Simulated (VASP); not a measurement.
```
S2Si
1.0
   -2.76118     2.76118     4.27389
    2.76118    -2.76118     4.27389
    2.76118     2.76118    -4.27389
Si S
2 4
Direct
  0.75000   0.25000   0.50000
  0.00000   0.00000   0.00000
  0.09908   0.12500   0.47408
  0.87500   0.34908   0.97408
  0.65092   0.62500   0.52592
  0.37500   0.90092   0.02592
```

The numbers are results of PBEsol GGA, VASP's PBE PAW potentials (set 64) (plane waves; VASP 6.6.1), not measurements. Numerical set-up: 400 eV cut-off, 6×6×6 Γ-centred mesh, tetrahedra with Blöchl corrections, potentials Si S.

Task: Predict the energy per atom (σ→0).

Result: 
The energy per atom (σ→0) is -529.9 kJ/mol of atoms.

Only differences to runs with the same potentials and settings are physical.

The structure comes from a computed database's SiS2 entry (I-42d); how it stands against other phases isn't given here. It was relaxed first.
